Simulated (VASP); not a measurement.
Input:

```
MoSi2
1.0
   -1.59665     1.59665     3.90459
    1.59665    -1.59665     3.90459
    1.59665     1.59665    -3.90459
Si Mo
2 1
Direct
  0.66500   0.66500   0.00000
  0.33500   0.33500   0.00000
  0.00000   0.00000   0.00000
```

The numbers are results of PBE GGA, VASP's PBE PAW potentials (set 64) (plane waves; VASP 6.6.1), not measurements. Run with 300 eV cut-off, 10×10×10 Γ-centred mesh, Gaussian smearing of 0.10 eV, potentials Si Mo_sv.

At this cut-off the stress carries a Pulay error, which pulls relaxed volumes low.

### Question
Estimate the energy per atom (σ→0), pressure, band gap (on the k-mesh) with the smallest direct gap where there is one.

### Answer

```yaml
band gap (on the k-mesh): none (metal, semimetal or under 0.01 eV)
energy per atom (σ→0): -7.742 eV/atom
pressure: 4.87 GPa
```

The structure is a typed MoSi2 crystal. The cell was not relaxed at this level.
